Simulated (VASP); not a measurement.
Given:

```xyz
3
Lattice="0.0000 2.9181 2.9395 3.0218 0.0000 2.9395 3.0218 2.9181 0.0000" Properties=species:S:1:pos:R:3 pbc="T T T"
Li     1.5109     1.4591     1.4698
Li     4.5327     4.3772     4.4093
Se     0.0974     0.0000     0.0000
```

Method: PBE GGA, VASP's PBE PAW potentials (set 64) (plane waves; VASP). Settings: 520 eV cut-off, 6×6×6 Monkhorst-Pack mesh, Gaussian smearing of 0.050 eV, potentials Li_sv Se.

Give the force on each atom (eV/Å).

```
atom      Fx     Fy     Fz
----  ------  -----  -----
Li1    0.187  0.000  0.000
Li2    0.187  0.000  0.000
Se3   -0.374  0.000  0.000
```

Give the stress tensor in GPa (positive for a compressed cell).

```
0.58  0.00  0.00
0.00  2.52  0.00
0.00  0.00  2.17
```
The pressure is its mean diagonal, 1.76 GPa.

The compound is Li2Se in the antifluorite structure. The cell was not relaxed at this level, atoms are displaced from their ideal sites. The run is one of a series of settings (KPOINTS 6×6×6 Monkhorst-Pack mesh against the base run), some of them coarse on purpose.
